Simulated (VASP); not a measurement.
Given:

```
CELL_PARAMETERS angstrom
      3.03661     0.00000     0.00000
      0.00000     3.03661     0.00000
      0.00000     0.00000     6.15063
ATOMIC_POSITIONS crystal
  Sn 0.00000 0.00000 0.00000
  Sb 0.00000 0.00000 0.50000
```

These are PBEsol GGA, VASP's PBE PAW potentials (set 64) (plane waves; VASP) values and carry that method's errors. Numerical set-up: 400 eV cut-off, 11×11×6 Γ-centred mesh, first-order Methfessel-Paxton smearing of 0.10 eV, potentials Sn_d Sb.

Unless said otherwise, spin-orbit coupling is left out, though it shifts the bands of the heavy elements here.

Problem. Estimate the energy per atom (σ→0), band gap (on the k-mesh) with the smallest direct gap where there is one.

Solution. 
```json
{
 "band gap (on the k-mesh)": "none (metal, semimetal or under 0.01 eV)",
 "energy per atom (σ→0)": "-4.393 eV/atom"
}
```

Only differences to runs with the same potentials and settings are physical.

The structure comes from a computed database's SnSb entry (P4/mmm); how it stands against other phases isn't given here. It was relaxed first. The start is the result of an earlier pass. The electron count is odd and the run is not spin-polarised, which forces a metal.
